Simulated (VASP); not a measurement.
All values below come from HSE06 screened hybrid, VASP's PBE PAW potentials (set 64) (plane waves; VASP).

The input files of a VASP run:

File KPOINTS:
```
kpoints
0
G
 1 1 1
```

### INCAR
```
! general
SYSTEM  =Ga36N37
PREC    =Normal
ENCUT   =400
LREAL   =Auto
LASPH   =.TRUE.
ISYM    =0
NELECT  =294.0

! electronic loop
EDIFF   =1E-5
NELM    =50
NELMIN  =4
ALGO    =Normal
LMAXMIX =4

! smearing
ISMEAR  =0
SIGMA   =0.05

! functional
GGA     =PE
LHFCALC =.TRUE.
AEXX    =0.25
HFSCREEN=0.2
PRECFOCK=Fast

! ions
ISIF    =0

! output
LWAVE   =.FALSE.
LCHARG  =.FALSE.
```

POSCAR:
```
Ga36N37
9.7366360
  0.4999999890  -0.8660253723   0.0000000000
  0.4999999890   0.8660253723   0.0000000000
  0.0000000000   0.0000000000   1.0841818448
Ga N
36 37
Cart
  0.1692136705  -0.0977879222   0.2593002296
  0.1689322495   0.0978022348   1.0547420658
  0.1686551543  -0.1238624748   0.8088112052
  0.1689882773   0.0868911271   0.5224495152
  0.3339591371   0.1904867875   0.2632659090
  0.3365944715   0.3889041639   0.0040186189
  0.3488310439   0.2065441470   0.8250030216
  0.3359143899   0.3828158711   0.5395792838
  0.5030986584   0.4798870792   0.2707481224
  0.5021224043   0.6725641593   1.0815080841
  0.5017738677   0.4767782522   0.8125387440
  0.5036377582   0.6714596773   0.5395310130
  0.3353390905  -0.3859123799   0.2707815320
  0.3361883367  -0.1934355351   1.0817189011
  0.3363392984  -0.3884753640   0.8123399798
  0.3349286894  -0.1942668978   0.5388771471
  0.5025870450  -0.0976626970   0.2709610025
  0.5050197789   0.0957143640   0.0034091066
  0.4998848779  -0.0966275761   0.8114032709
  0.4989118634   0.0955866857   0.5412777140
  0.6693753888   0.1912219740   0.2739464043
  0.6692090143   0.3836128763   1.0834822788
  0.6688954754   0.1893607729   0.8121024468
  0.6694807093   0.3828799575   0.5416243669
  0.5048207252  -0.6750756340   0.2626079360
  0.5014639838  -0.4771133577   0.0039779347
  0.4891733673  -0.6591896622   0.8254539338
  0.5029949152  -0.4829839206   0.5395727642
  0.6691900164  -0.3839493936   0.2727246361
  0.6690513675  -0.1920757383   1.0822037640
  0.6691437958  -0.3844531735   0.8113357678
  0.6695193055  -0.1921840072   0.5432331006
  0.8361200894  -0.0976776937   0.2711642237
  0.8324293817   0.0953974463   0.0034187702
  0.8381664466  -0.0964782483   0.8110234130
  0.8401599394   0.0960150387   0.5411570654
  0.1691143846  -0.1068806786   0.4603753290
  0.1693247865   0.0942497719   0.1901891699
  0.1691129120  -0.1027262006   1.0115141292
  0.1689944491   0.1362630803   0.8153615976
  0.3353892658   0.1921823091   0.4682608480
  0.3350499269   0.3863884064   0.2064115161
  0.3455703687   0.1988855960   1.0283202856
  0.3366711668   0.3892462169   0.7429624468
  0.5029355710   0.4781014497   0.4735267622
  0.5005940167   0.6711938948   0.2003871383
  0.5031678280   0.4803933618   1.0167725377
  0.4960507398   0.6621424955   0.7425018091
  0.3357760910  -0.3877397662   0.4735564690
  0.3378813695  -0.1946779552   0.2004444079
  0.3350105970  -0.3854407540   1.0165659106
  0.3415764726  -0.2028725735   0.7421268103
  0.5023440111  -0.0974304535   0.4749759180
  0.5043491347   0.0943137082   0.2063963536
  0.5021069808  -0.0956473263   1.0158549198
  0.5001444445   0.0966573648   0.7457429404
  0.6693802866   0.1898798593   0.4774774346
  0.6692903907   0.3828701823   0.2034694424
  0.6688309284   0.1915197673   1.0162754888
  0.6691176860   0.3815227974   0.7459755544
  0.5032414886  -0.6732691981   0.4674165733
  0.5033317537  -0.4792360355   0.2062758311
  0.4920598747  -0.6671931257   1.0287351357
  0.5012607101  -0.4764958550   0.7430412559
  0.6694208865  -0.3842677170   0.4762149116
  0.6693186050  -0.1926131308   0.2028630459
  0.6690590815  -0.3846918574   1.0161315087
  0.6689851544  -0.1901899626   0.7468318574
  0.8365071818  -0.0972395056   0.4751280021
  0.8343017465   0.0943094621   0.2063722673
  0.8360109831  -0.0957745161   1.0156074279
  0.8376917823   0.0970357652   0.7458386353
  0.1655101578   0.0380973880   0.7081153597
```

POTCAR, in this order: Ga N (PBE.64 set). Program: vasp_gam. Read from the step before: WAVECAR.

The run wrote:

**OSZICAR**
```
       N       E                     dE             d eps       ncg     rms          rms(c)
DAV:   1    -0.529898669117E+03   -0.52990E+03   -0.23126E+01   376   0.125E+01    0.972E+00
DAV:   2    -0.530054635590E+03   -0.15597E+00   -0.75156E-01   448   0.161E+00    0.662E+00
DAV:   3    -0.530002918391E+03    0.51717E-01   -0.78596E-02   424   0.697E-01    0.387E+00
DAV:   4    -0.529981479417E+03    0.21439E-01   -0.21533E-02   416   0.306E-01    0.219E+00
DAV:   5    -0.529974344677E+03    0.71347E-02   -0.60357E-03   416   0.154E-01    0.122E+00
DAV:   6    -0.529971887187E+03    0.24575E-02   -0.13390E-03   424   0.814E-02    0.682E-01
DAV:   7    -0.529971011856E+03    0.87533E-03   -0.46369E-04   424   0.584E-02    0.379E-01
DAV:   8    -0.529970732182E+03    0.27967E-03   -0.22647E-04   448   0.402E-02    0.209E-01
DAV:   9    -0.529970646142E+03    0.86040E-04   -0.75419E-05   408   0.238E-02    0.115E-01
DAV:  10    -0.529970620417E+03    0.25725E-04   -0.20459E-05   288   0.127E-02    0.633E-02
DAV:  11    -0.529970614031E+03    0.63856E-05   -0.81117E-06   240   0.730E-03
   1 F= -.52997061E+03 E0= -.52997061E+03  d E =-.381145E-16
```

File OUTCAR:
```
------------------------ aborting loop because EDIFF is reached ----------------------------------------
  volume of cell :      866.68
      direct lattice vectors                 reciprocal lattice vectors
     4.868317893 -8.432173817  0.000000000     0.102704879 -0.059296690  0.000000000
     4.868317893  8.432173817  0.000000000     0.102704879  0.059296690  0.000000000
     0.000000000  0.000000000 10.556283981     0.000000000  0.000000000  0.094730305
  FREE ENERGIE OF THE ION-ELECTRON SYSTEM (eV)
  ---------------------------------------------------
  free  energy   TOTEN  =      -529.9706140314 eV

  energy  without entropy=     -529.9706140314  energy(sigma->0) =     -529.97061403

  exchange ACFDT corr.  =         0.00000000  see jH, gK, PRB 81, 115126
```
(Selected blocks of OUTCAR.)

The cell is charged, with a uniform compensating background. The supercell is sampled at Γ alone, which is coarse: total energies, pressure and levels can be off, energies of defects by several tenths of an eV.

The cell is a supercell with a defect, built from GaN (wurtzite): N_i, charge -1. The cell's shape comes from a PBE relaxation. The run is not spin-polarised, so no state with unpaired spins was tried.
